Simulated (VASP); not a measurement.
A convergence study with VASP on K₂S (antifluorite): one setting is varied, all else stays as given below, so the limit is that of these other settings.

```
CELL_PARAMETERS angstrom
      0.00000     3.70500     3.70500
      3.70500     0.00000     3.70500
      3.70500     3.70500     0.00000
ATOMIC_POSITIONS crystal
  K  0.25000 0.25000 0.25000
  K  0.75000 0.75000 0.75000
  S  0.00000 0.00000 0.00000
```

All values below come from PBE GGA, VASP's PBE PAW potentials (set 64) (plane waves; VASP). The tightest run used: 550 eV cut-off, 14×14×14 Γ-centred mesh, Gaussian smearing of 0.050 eV, potentials K_sv S.

```json
[
 {"setting": "1×1×1 mesh", "E (eV/atom)": "-3.0459", "pressure (GPa)": "-3.92", "irreducible k-points": "1"},
 {"setting": "2×2×2 mesh", "E (eV/atom)": "-3.1115", "pressure (GPa)": "0.52", "irreducible k-points": "3"},
 {"setting": "3×3×3 mesh", "E (eV/atom)": "-3.1381", "pressure (GPa)": "0.45", "irreducible k-points": "4"}
]
```

**Question.** These are the cheaper rows. Estimate the results at 14×14×14 mesh, and how far the last row shown lies from them.

**Answer.** 
```json
[
 {"quantity": "E (eV/atom)", "tightest run": "-3.1392", "last row shown is off by": "0.0010"},
 {"quantity": "pressure (GPa)", "tightest run": "0.45", "last row shown is off by": "-0.01"}
]
```

Left out are rungs that failed or repeat a setting and relaxations that didn't move; long series are thinned to 24 rows.

The compound is K2S in the antifluorite structure. The cell was not relaxed at this level.
